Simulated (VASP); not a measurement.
Runs of VASP 6.6.1 on MoS2. It takes space group P6_3/mmc (No. 194, hexagonal). Conventional cell: a = 3.161 Å, b = 3.161 Å, c = 11.680 Å, α = 90.00°, β = 90.00°, γ = 120.00°. Mo (site symmetry -6m2) is surrounded by 6 S at 2.40 Å. S (site symmetry 3m) has 3 Mo at 2.40 Å as nearest neighbours. The cell was built by a generator and needn't be a form met in nature.

```tsv
level	gap on the mesh (eV)	pressure (GPa)	largest force (eV/Å)
PBE+D4	0.69	-0.1	0.23
optB86b-vdW	(a)	2.1	(c)
vdW-DF2	0.70	(b)	0.55
SCAN	0.79	1.8	0.49
PBEsol	0.65	-1.4	(d)
```

Alike in all rows: task single point; potentials or basis VASP PAW PBE potentials, release 64 (Mo_sv, S); no spin polarisation; cell as given; k mesh 8 × 8 × 2; cutoff (eV) 520; smearing fermi-dirac 0.05 eV.

**Question.** Estimate the missing entries.

**Answer.** (a) 0.67; (b) 15.8; (c) 0.10; (d) 0.40.

Caveats: the PAW data sets were made with another functional, which shifts forces and pressure a little (some runs); so large a pressure means that the cell lies far from this level's equilibrium, or that cutoff or potentials fall short (some runs); the potentials were made for another functional, which shifts forces and pressure (some runs).

A k mesh can miss the band edges, and the runs leave out spin-orbit coupling on Mo.
